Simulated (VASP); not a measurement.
Output of a VASP run:

**OSZICAR**
```
       N       E                     dE             d eps       ncg     rms          rms(c)
DAV:   1     0.228378293387E+02    0.22838E+02   -0.18344E+03  3416   0.623E+02
DAV:   2    -0.336475152720E+01   -0.26203E+02   -0.25549E+02  5222   0.826E+01
DAV:   3    -0.443071086162E+01   -0.10660E+01   -0.10582E+01  4221   0.205E+01
DAV:   4    -0.444350628887E+01   -0.12795E-01   -0.12794E-01  5054   0.267E+00
DAV:   5    -0.444360704445E+01   -0.10076E-03   -0.10076E-03  4585   0.180E-01    0.598E-01
DAV:   6    -0.442176731414E+01    0.21840E-01   -0.42954E-03  3997   0.390E-01    0.361E-01
DAV:   7    -0.440887490653E+01    0.12892E-01   -0.11721E-02  3570   0.639E-01    0.364E-02
DAV:   8    -0.440902697997E+01   -0.15207E-03   -0.29596E-04  4704   0.123E-01    0.619E-03
DAV:   9    -0.440902453884E+01    0.24411E-05   -0.62605E-06  4669   0.190E-02    0.145E-03
DAV:  10    -0.440902866825E+01   -0.41294E-05   -0.11707E-06  2723   0.659E-03    0.633E-04
DAV:  11    -0.440902890409E+01   -0.23584E-06   -0.64328E-08  2261   0.223E-03
   1 F= -.44090289E+01 E0= -.44090854E+01  d E =0.169349E-03
```

**OUTCAR**
```
------------------------ aborting loop because EDIFF is reached ----------------------------------------
  FORCE on cell =-STRESS in cart. coord.  units (eV):
  Direction    XX          YY          ZZ          XY          YZ          ZX
  --------------------------------------------------------------------------------------
  Total        1.7028218      1.6890942      0.9430484     -0.0524977      0.0000000      0.0000000
  in kB       49.1972158     48.8006032     27.2461619     -1.5167410      0.0000000      0.0000000
  external PRESSURE =      41.7479936 kB  Pullay stress =       0.0000000 kB
  volume of cell :       55.45
      direct lattice vectors                 reciprocal lattice vectors
     1.682897000 -2.922257000  0.000000000     0.297106715 -0.171100625  0.000000000
     1.682897000  2.922257000  0.000000000     0.297106715  0.171100625  0.000000000
     0.000000000  0.000000000  5.638107000     0.000000000  0.000000000  0.177364495
 POSITION                                       TOTAL-FORCE (eV/Angst)
 -----------------------------------------------------------------------------------
      1.68290      0.97409      1.40953         0.014307     -0.003682     -0.000000
      1.72309     -0.97409      4.22858        -0.014307      0.003682      0.000000
 -----------------------------------------------------------------------------------
    total drift:                                0.000000      0.000000     -0.000000
  FREE ENERGIE OF THE ION-ELECTRON SYSTEM (eV)
  ---------------------------------------------------
  free  energy   TOTEN  =        -4.4090289041 eV

  energy  without entropy=       -4.4091982526  energy(sigma->0) =       -4.40908535
```
(Selected blocks of OUTCAR.)

### POSCAR
```
Tl
1
    1.6828970000    -2.9222570000     0.0000000000
    1.6828970000     2.9222570000     0.0000000000
    0.0000000000     0.0000000000     5.6381070000
Tl
2
Direct
  0.3333330000   0.6666670000   0.2500000000
  0.6786100000   0.3452760000   0.7500000000
```

Reconstruct the remaining input files.

Several could match; the one computed here: the input of the run itself, PBE GGA, plane waves, VASP's PBE PAW potentials (set 64).

File KPOINTS:
```
Automatic mesh
0
Gamma
11 11 6
0 0 0
```

**INCAR**
```
SYSTEM=Tl
PREC=Accurate; ENCUT=520; LREAL=.FALSE.
LASPH=.TRUE.
EDIFF=1E-6; NELM=100; ALGO=Normal
LMAXMIX=4
ISMEAR=1; SIGMA=0.1
GGA=PE
ISIF=2
LWAVE=.FALSE.; LCHARG=.FALSE.
```

POTCAR, in this order: Tl (PBE.64 set). Program: vasp_std.

The compound is Tl in the hcp structure. The cell was not relaxed at this level, atoms are displaced from their ideal sites. The run is one of a series of settings (ENCUT = 520, POTCAR Tl (PBE.64 set) against the base run), some of them coarse on purpose.
